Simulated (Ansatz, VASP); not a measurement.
# In3Sn5Te8 (Sn0.62In0.38Te, rock salt): VASP beside Ansatz

Wanted: the spread between two codes on one cell, functional and k mesh. The cell is invented: As first built, before any earlier steps moved the atoms (in the runner's words): 1x2x2 conventional cells of the SnTe type (32 atoms: 6 In, 10 Sn, 16 Te); Sn/In share their sites, the best of 600 random draws by like-pair counts in two shells; start lattice by linear mixing of the end members' cells; atoms moved at random by 0.02 A. It may not be a known or stable phase. Of the first pair: The structure shown is the start of the Ansatz relaxation below; VASP solves that cell, so the two are compared at the walk's first step.

Main program and level: Ansatz 0.2.0; plane waves, with VASP 6.6.1 beside it; single point at PBE with D3(BJ).

## 1. The structure

The cell holds 32 atoms: 6 In, 10 Sn and 16 Te. Its edges and angles: a = 6.327 Å, b = 12.747 Å, c = 12.748 Å, α = 89.9°, β = 90.0°, γ = 90.0°. It derives from SnTe (SnTe type, space group 225), repeated 1×2×2. As first built, before any earlier steps moved the atoms (in the runner's words): 1x2x2 conventional cells of the SnTe type (32 atoms: 6 In, 10 Sn, 16 Te); Sn/In share their sites, the best of 600 random draws by like-pair counts in two shells; start lattice by linear mixing of the end members' cells; atoms moved at random by 0.02 A.

## 2. Ansatz: relaxation, PBE with D3(BJ)

Ansatz runs on its default PAW (the set named soft_2) files.

The two programs are compared at the cell with which this relaxation starts, whose forces are those of its first step.

Contents of input.yaml:

```yaml
crystal:
  lattice:
    - [6.32721, -0.00022, 9.0e-05]
    - [-0.00044, 12.74728, 0.0065]
    - [0.00017, 0.0065, 12.74844]
  atoms:
    - { symbol: In, position: [0.50003, 0.99903, 0.25154] }
    - { symbol: In, position: [0.50045, 0.24993, 9.0e-05] }
    - { symbol: In, position: [0.00067, 0.75031, 0.25005] }
    - { symbol: In, position: [0.00015, 0.49981, 0.50077] }
    - { symbol: In, position: [0.50043, 0.50112, 0.74924] }
    - { symbol: In, position: [0.5004, 0.74922, 0.49962] }
    - { symbol: Sn, position: [0.00028, 0.99978, 0.00194] }
    - { symbol: Sn, position: [0.00038, 0.24863, 0.24968] }
    - { symbol: Sn, position: [0.0003, 0.99571, 0.49857] }
    - { symbol: Sn, position: [0.00037, 0.25144, 0.75007] }
    - { symbol: Sn, position: [0.50022, 0.00089, 0.75139] }
    - { symbol: Sn, position: [0.50029, 0.25163, 0.50028] }
    - { symbol: Sn, position: [0.00042, 0.49934, 0.99922] }
    - { symbol: Sn, position: [0.50036, 0.50205, 0.25237] }
    - { symbol: Sn, position: [0.50065, 0.75002, 0.00213] }
    - { symbol: Sn, position: [0.00055, 0.74811, 0.74593] }
    - { symbol: Te, position: [0.50032, 0.00031, 0.00057] }
    - { symbol: Te, position: [0.50022, 0.24931, 0.24938] }
    - { symbol: Te, position: [0.0001, 0.99938, 0.25096] }
    - { symbol: Te, position: [0.00033, 0.25021, 0.00033] }
    - { symbol: Te, position: [0.50033, 0.00128, 0.50149] }
    - { symbol: Te, position: [0.50027, 0.2502, 0.75059] }
    - { symbol: Te, position: [0.00022, 7.0e-05, 0.75033] }
    - { symbol: Te, position: [0.00017, 0.24921, 0.50003] }
    - { symbol: Te, position: [0.50046, 0.49914, 0.99968] }
    - { symbol: Te, position: [0.50064, 0.75113, 0.25036] }
    - { symbol: Te, position: [0.00061, 0.50025, 0.25063] }
    - { symbol: Te, position: [0.00066, 0.7498, 0.99949] }
    - { symbol: Te, position: [0.5004, 0.50002, 0.50146] }
    - { symbol: Te, position: [0.50046, 0.75107, 0.75176] }
    - { symbol: Te, position: [0.00029, 0.50061, 0.74976] }
    - { symbol: Te, position: [0.00028, 0.74885, 0.49902] }
kpoints:
  mp_grid: { grid: [4, 2, 2], shift: [0.5, 0.5, 0.5] }
hamiltonian:
  xc: pbe
  dispersion: d3bj
scf:
  occupations: { method: methfessel_paxton, width: 0.15 }
output:
  forces: true
  stress: true
relax:
  f_tol: 0.02
  max_steps: 25
  cell: { stress_tol: 0.1 }
```

On the command line:

```bash
ansatz run input.yaml --threads 4 --pin off --max-ram 15360MiB --backend cpu --events-out ev --progress --plain --runs-dir out
```

Numbers of over 12 decimals in the logs are rounded to 6 here.

Output:

```text
The last accepted step is kept in <dir> (removed where the run ends without a failure and the disk answers)
Engine: ansatz 0.2.0, aarch64-unknown-linux-gnu
Pseudopotentials: kind: paw
Pseudopotential: In, paw, valence charge 13, recommended cutoff 420 eV (normal), In.paw.azcp
Pseudopotential: Sn, paw, valence charge 14, recommended cutoff 420 eV (normal), Sn.paw.azcp
Pseudopotential: Te, paw, valence charge 16, recommended cutoff 420 eV (normal), Te.paw.azcp
Functional definition: PBE
  parameter kappa = 0.804
  parameter beta = 0.066725
  exchange = pbe_x(kappa = kappa, mu = beta*pi^2/3)
  correlation = pbe_c(beta = beta)
Crystal: 32 atoms, lattice volume = 1028.222 Å³
Basis set: ecut = 420 eV, 20087 PW (Γ), exchange–correlation on 90×180×180 points (8 copies of the dense FFT grid, shifted against one another)
Bands: 285, of which v1, the nominal top of the filled ones, is band 237 counted from 1 (236 counted from 0)
Symmetry: 1 space group operations
Space group: P1 (ITA 1), of the structure as read, at distance tolerance 1.0e-4 Å
k-points: 8 of 16 (time reversal used)
Non-local potential: In, projectors of the file, l = 0: 2, l = 1: 2, l = 2: 2, l = 3: 2
Non-local potential: Sn, projectors of the file, l = 0: 2, l = 1: 2, l = 2: 2, l = 3: 2
Non-local potential: Te, projectors of the file, l = 0: 2, l = 1: 2, l = 2: 2, l = 3: 2
PAW form: soft (Blöchl's): semilocal exchange-correlation on the pseudo side does not see the compensation charge
PAW one-centre angular grid: In, 590 points (default); XC on 64 Gauss nodes
PAW one-centre angular grid: Sn, 590 points (default); XC on 64 Gauss nodes
PAW one-centre angular grid: Te, 590 points (default); XC on 64 Gauss nodes
Initial density: superposition of atomic densities (neutral atoms: chi_scale 0, normalization atom), corrected by the library's trained network
Initial wavefunctions: pseudopotential atomic-orbital guess
Functional: x = pbe(κ = 0.804, μ = 0.219515), c = pbe(β = 0.066725)
SCF iter   1: F=—  HF=-205529.951147 eV  |F-HF|=—  |Δ(HF+E_count)|=         —  Δρ=1.63e-3  dr2=1.02e-1  ethr=1.77e-3  ⟨swp⟩=6.0  Hψ=8753  notcnv=0  defer=14
preconditioner: auto → LDOS  [metal: Δε(μ)=0.000 eV  Ē_g=10.486 eV  σ=0.150 eV  W_gap=0.00  n_scr=232 (ndim 8)  ℏωp=16.9 eV  f_vac=0.013  D(μ)=16.27/eV (n_scr^D=78)  β→1.0]
SCF iter   2: F=—  HF=-205529.918521 eV  |F-HF|=—  |Δ(HF+E_count)|=   3.26e-2  S|Δr|=    0.00e0  Δρ=7.64e-4  dr2=1.12e-2  ethr=2.15e-5  ⟨swp⟩=2.0  Hψ=3884  notcnv=0  defer=14
SCF iter   3: F=—  HF=-205529.916565 eV  |F-HF|=—  |Δ(HF+E_count)|=   1.96e-3  S|Δr|=    0.00e0  Δρ=5.37e-4  dr2=3.58e-3  ethr=2.37e-6  ⟨swp⟩=2.0  Hψ=3234  notcnv=0  defer=14
SCF iter   4: F=—  HF=-205529.915239 eV  |F-HF|=—  |Δ(HF+E_count)|=   1.33e-3  S|Δr|=    0.00e0  Δρ=8.63e-5  dr2=1.99e-4  ethr=7.56e-7  ⟨swp⟩=2.0  Hψ=3522  notcnv=0  defer=14
SCF iter   5: F=—  HF=-205529.915219 eV  |F-HF|=—  |Δ(HF+E_count)|=   1.93e-5  S|Δr|=    0.00e0  Δρ=4.04e-5  dr2=2.90e-5  ethr=4.19e-8  ⟨swp⟩=2.0  Hψ=3608  notcnv=0  defer=14
SCF iter   6: F=—  HF=-205529.915555 eV  |F-HF|=—  |Δ(HF+E_count)|=   3.36e-4  S|Δr|=    0.00e0  Δρ=1.28e-5  dr2=3.87e-6  ethr=6.12e-9  ⟨swp⟩=2.0  Hψ=3842  notcnv=0  defer=14
SCF iter   7: F=—  HF=-205529.915554 eV  |F-HF|=—  |Δ(HF+E_count)|=   3.22e-7  S|Δr|=    0.00e0  Δρ=6.65e-6  dr2=1.03e-6  ethr=8.16e-10  ⟨swp⟩=2.0  Hψ=3848  notcnv=0  defer=14
SCF iter   8: F=—  HF=-205529.915554 eV  |F-HF|=—  |Δ(HF+E_count)|=   2.53e-7  S|Δr|=    0.00e0  Δρ=2.18e-6  dr2=1.26e-7  ethr=2.17e-10  ⟨swp⟩=2.0  Hψ=3848  notcnv=0  defer=14
SCF iter   9: F=-205529.915554 eV  HF=-205529.915554 eV  |F-HF|=7.63e-9  |Δ(HF+E_count)|=   2.10e-8  S|Δr|=    0.00e0  Δρ=7.64e-7  dr2=1.16e-8  ethr=2.11e-11  ⟨swp⟩=4.0  Hψ=6583  notcnv=0
SCF 1 converged in 9 iterations: F = -205529.915554 eV  dr2 = 1.16e-8
  greatest PAW one-centre occupation: 0.998 electrons in one spin orbital (limit 2), on the Te atom at site 31 (counted from 0), in its partial waves of l = 2
relax step   1: F+E_penalty+E_count = -205529.91555414 eV  Δ(F+E_penalty+E_count) = +0.000e0 eV  max|allowed force component| = 1.650e-2 eV/Å  Δτ_max = 0.0000 Å  P = -1.970 GPa  Ω = 1028.222 Å³  (9 SCF iters, dr2 threshold 1.00e-7 eV, accepted)
Crystal: 32 atoms, lattice volume = 952.527 Å³
Basis set: ecut = 420 eV, 18653 PW (Γ), exchange–correlation on 90×180×180 points (8 copies of the dense FFT grid, shifted against one another)
Initial density: handed on by an earlier stage of this run
Initial wavefunctions: those handed on with the density
iter 1 solved again at ethr=3.39e-5 eV; its pass at ethr=3.10e-3 eV (dr2=1.61e-1 eV) is discarded
SCF iter   1: F=—  HF=-205530.157986 eV  |F-HF|=—  |Δ(HF+E_count)|=         —  Δρ=2.04e-3  dr2=1.56e-1  ethr=3.39e-5  ⟨swp⟩=3.0  Hψ=11086  notcnv=0
[...]
preconditioner: auto → Kerker (q_TF=auto, 2.418 Å⁻¹)  [metal: Δε(μ)=0.031 eV  Ē_g=10.691 eV  σ=0.150 eV  W_gap=0.17  n_scr=232 (ndim 8)  ℏωp=17.4 eV  f_vac=0.009  D(μ)=16.85/eV (n_scr^D=86)]
SCF iter   2: F=—  HF=-205530.235457 eV  |F-HF|=—  |Δ(HF+E_count)|=   3.51e-4  S|Δr|=    0.00e0  Δρ=2.77e-5  dr2=1.18e-6  ethr=1.02e-9  ⟨swp⟩=2.1  Hψ=4186  notcnv=0
[...]
SCF converged after 5 iterations
Stability not checked: this state was not tested for a lower state beside it, because cold or Methfessel-Paxton smearing, or corrected tetrahedra, fill the levels in a way that the test cannot read (fill_not_monotonic; see scf.lower_state_search)
Free energy (F): -205530.235459 eV
Harris-Foulkes:  -205530.235459 eV  (|F-HF|=8.73e-11)
Internal energy: -205530.195576 eV  (E = F + TS)
E sigma→0 (E₀):  -205530.225488 eV
Entropy (-TS):   -0.039883 eV (-1.246 meV/atom)
Fermi energy:    9.457079 eV
Step filling:    the computed levels leave a gap of 0.0305 eV = 0.2 smearing widths at the electron count; against every level under it full and every level over it empty, smearing changes F+E_penalty+E_count by -25.540 meV and its σ→0 estimate by -15.570 meV
--- Per-component energies (eV) ---
  E_band       = -5213.321947
  E_kinetic    = 6196.909151
  E_local      = -35503.439222  (includes V_loc(G=0)·N_el)
  E_nonlocal   = -3089.616516
  E_hartree    = 20904.367446
  E_xc         = -7118.221214
  E_vxc        = -3234.149197  (∫ρ·V_xc dr)
  E_paw        = -140852.951112  (= ΣΔE_a)
  E_vpaw       = -11391.761623  (= ΣTr[D̂ρ^β])
  E_aug_tail   = -0.002743  (compensation charges beyond the density's cutoff)
  E_ewald      = -46054.474669
  E_disp       = -12.766697  (pairwise vdW)
  E_smearing   = -0.039883  (= −TS)
  E_closure    = -0.000000  (closes the sum)
  Σ components = -205530.235459   (vs F -205530.235459, Δ=0.00e0)
--- Forces (eV/Å), atoms counted from 1 ---
  atom   1  In     0.00010512     0.00105442     0.00047853
  atom   2  In    -0.00008506    -0.00102425    -0.00110880
  atom   3  In    -0.00017281    -0.00042520    -0.00301561
  atom   4  In    -0.00001615    -0.00303382    -0.00070515
  atom   5  In     0.00005989     0.00064225     0.00098227
  atom   6  In     0.00000477     0.00027860     0.00017911
  atom   7  Sn     0.00001254    -0.00091416    -0.00162110
  atom   8  Sn    -0.00009281     0.00258034     0.00219462
  atom   9  Sn     0.00001234     0.00259401     0.00184027
  atom  10  Sn    -0.00011785    -0.00139511    -0.00101267
  atom  11  Sn    -0.00003717    -0.00019134    -0.00021921
  atom  12  Sn     0.00002111    -0.00105108    -0.00112433
  atom  13  Sn     0.00004838     0.00231076     0.00254687
  atom  14  Sn     0.00001879    -0.00308756    -0.00299286
  atom  15  Sn     0.00000069    -0.00108553    -0.00100662
  atom  16  Sn    -0.00004192     0.00192121     0.00240400
  atom  17  Te     0.00001626    -0.00441903    -0.00581303
  atom  18  Te     0.00009736     0.00603313     0.00555434
  atom  19  Te    -0.00001490     0.00111467     0.00137351
  atom  20  Te     0.00005456     0.00122217     0.00129028
  atom  21  Te     0.00005515     0.00707047     0.00224691
  atom  22  Te     0.00005291    -0.00583620    -0.00435196
  atom  23  Te     0.00002466     0.00005728     0.00016199
  atom  24  Te    -0.00003196    -0.00349080    -0.00256756
  atom  25  Te    -0.00004911     0.00549254     0.00619045
  atom  26  Te     0.00007997    -0.00163230    -0.00285203
  atom  27  Te    -0.00011165    -0.00266466    -0.00255549
  atom  28  Te    -0.00001250    -0.00263414    -0.00327275
  atom  29  Te     0.00012387    -0.00332549    -0.00151423
  atom  30  Te     0.00003182     0.00212396     0.00686595
  atom  31  Te     0.00005557     0.00152392     0.00123214
  atom  32  Te    -0.00009174     0.00019062     0.00019190
  max |Σ_I F_I| component: 3.41e-7 eV/Å
--- Stress (GPa, compression-positive) ---
       -0.000251       0.000175       0.000179
        0.000175       0.002241       0.004238
        0.000179       0.004238       0.001856
  P = ⅓ Tr σ = 0.0013 GPa (0.013 kbar)
--- Relaxed structure (5 steps of the walk, 4 accepted, 1 SCFs on fresh bases) ---
  F+E_penalty+E_count = -205530.23545898 eV   max|allowed force component| = 7.070e-3 eV/Å   (the final SCF, on the basis selected at the relaxed cell)
  cell:  # Å, volume = 978.7801 Å³
    - [6.239335, -4.998928988734974e-5, -5.4284496777618754e-5]
    - [-9.925305925041681e-5, 12.524810, 0.00627914]
    - [-0.000119728, 0.00627963, 12.524943]
  atoms:
    - { symbol: In, position: [0.500343, 0.999174, 0.251108] }
    - { symbol: In, position: [0.500378, 0.250127, 0.000468254] }
    - { symbol: In, position: [0.000400966, 0.750090, 0.250403] }
    - { symbol: In, position: [0.000352771, 0.500066, 0.500439] }
    - { symbol: In, position: [0.500342, 0.500759, 0.749502] }
    - { symbol: In, position: [0.500377, 0.749695, 0.500028] }
    - { symbol: Sn, position: [0.000358603, 0.999884, 0.00192274] }
    - { symbol: Sn, position: [0.000376264, 0.248584, 0.249738] }
    - { symbol: Sn, position: [0.000352764, 0.995975, 0.498370] }
    - { symbol: Sn, position: [0.000378828, 0.251562, 0.750232] }
    - { symbol: Sn, position: [0.500365, 0.00081139, 0.751157] }
    - { symbol: Sn, position: [0.500365, 0.251951, 0.500612] }
    - { symbol: Sn, position: [0.000362277, 0.499389, 0.998927] }
    - { symbol: Sn, position: [0.500373, 0.501946, 0.252271] }
    - { symbol: Sn, position: [0.500372, 0.750272, 0.00228001] }
    - { symbol: Sn, position: [0.000370809, 0.748014, 0.746319] }
    - { symbol: Te, position: [0.500361, 0.00135469, 0.00109745] }
    - { symbol: Te, position: [0.500364, 0.248431, 0.248903] }
    - { symbol: Te, position: [0.000349363, 0.998714, 0.250712] }
    - { symbol: Te, position: [0.000370734, 0.250073, 0.000414361] }
    - { symbol: Te, position: [0.500352, 0.000390864, 0.500594] }
    - { symbol: Te, position: [0.500367, 0.250756, 0.751691] }
    - { symbol: Te, position: [0.000362657, -3.768113920347044e-5, 0.750308] }
    - { symbol: Te, position: [0.00036553, 0.249712, 0.500167] }
    - { symbol: Te, position: [0.500367, 0.498564, 0.998758] }
    - { symbol: Te, position: [0.500390, 0.751695, 0.250887] }
    - { symbol: Te, position: [0.000384261, 0.500744, 0.251081] }
    - { symbol: Te, position: [0.000371581, 0.749826, 1.000043] }
    - { symbol: Te, position: [0.500354, 0.500565, 0.502020] }
    - { symbol: Te, position: [0.500362, 0.750253, 0.750728] }
    - { symbol: Te, position: [0.000344467, 0.500361, 0.749052] }
    - { symbol: Te, position: [0.000374808, 0.748159, 0.498497] }
```

The column dr2 measures how far the density is from self-consistency, as an energy; F and HF (Harris–Foulkes) agree once it is small.

(Part 1 of 2 ends here.)

[Lines on the potential files, build, host, timing and source positions are cut from VASP's logs without a mark.]

[Logs are printed without paths, hosts, clocks, repeated set-up lines and the standing remarks that a program may print on its own settings, such as how far it seeks lower states.]

[Hosts, paths, dates, database ids (printed as entryN), source tags and the programs' standing remarks are cut or masked in the printed files.]
